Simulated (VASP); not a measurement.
Here is the system:

```
InSb
1.0
    0.00000     3.22581     3.22581
    3.22581     0.00000     3.22581
    3.22581     3.22581     0.00000
In Sb
1 1
Direct
  0.00000   0.00000   0.00000
  0.25000   0.25000   0.25000
```

The numbers are results of LDA (Ceperley-Alder, Perdew-Zunger), VASP's LDA PAW potentials (set 64) (plane waves; VASP), not measurements. Numerical set-up: 400 eV cut-off, 9×9×9 Γ-centred mesh, first-order Methfessel-Paxton smearing of 0.10 eV, potentials In_d Sb.

Unless said otherwise, spin-orbit coupling is left out, though it shifts the bands of the heavy elements here.

What does the run give for the energy per atom (σ→0), band gap (on the k-mesh) with the smallest direct gap where there is one?

| Item | Value |
|---|---|
| band gap (on the k-mesh) | none (metal, semimetal or under 0.01 eV) |
| energy per atom (σ→0) | -4.107 eV/atom |

Total energies compare only between runs with the same potentials, cut-off and functional.

The compound is InSb in the zinc blende structure. It was relaxed first. The start is the result of an earlier pass.
